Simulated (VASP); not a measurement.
```xyz
6
Lattice="4.0588 0.0000 0.0000 0.0000 4.0588 0.0000 0.0000 0.0000 2.6306" Properties=species:S:1:pos:R:3 pbc="T T T"
Si     0.0000     0.0000     0.0000
Si     2.0294     2.0294     1.3153
O      1.2306     1.2306     0.0000
O      3.2600     0.7988     1.3153
O      0.7988     3.2600     1.3153
O      2.8282     2.8282     0.0000
```

All values below come from PBEsol GGA, VASP's PBE PAW potentials (set 64) (plane waves; VASP). Settings: 620 eV cut-off, 6×6×8 Γ-centred mesh, Gaussian smearing of 0.050 eV, potentials Si O.

Predict the energy per atom (σ→0), pressure, band gap (on the k-mesh) with the smallest direct gap where there is one.

band gap (on the k-mesh): 6.59 eV
smallest direct gap (on the k-mesh): 6.59 eV
energy per atom (σ→0): -8.110 eV/atom
pressure: 29.88 GPa

Only differences to runs with the same potentials and settings are physical.

The compound is SiO2 in the rutile structure, stishovite, a high-pressure form. It was relaxed first under an external pressure of 30 GPa.
